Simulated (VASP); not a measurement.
Energy against volume of GdN (rock salt). Method: PBE GGA with D4 dispersion, VASP's PBE PAW potentials (set 64) (plane waves; VASP 6.6.1). Numerical set-up: 520 eV cut-off, 13×13×13 Γ-centred mesh, first-order Methfessel-Paxton smearing of 0.10 eV, potentials Gd_3 N.

The 4f electrons are frozen in the core of the lanthanide potential, so 4f levels, which can set the real gap, and their magnetism are missing.

```
V (Å³/atom)  E (eV/atom)
-----------  -----------
14.610          -8.42199
15.062          -8.42931
15.513          -8.42278
15.965          -8.40443
```

Task: Fit these four points and predict the energy of the run at 14.158 Å³/atom.

Result: A cubic in V^(−2/3), the third-order Birch-Murnaghan form, passes through the four points with V0 = 15.06 Å³/atom and B0 = 164 GPa, and gives -8.3983 eV/atom there. The run gave -8.3985 eV/atom, -0.2 meV/atom from the fit; all five points give B0 = 163 GPa.

The compound is GdN in the rock salt structure. It was relaxed first.
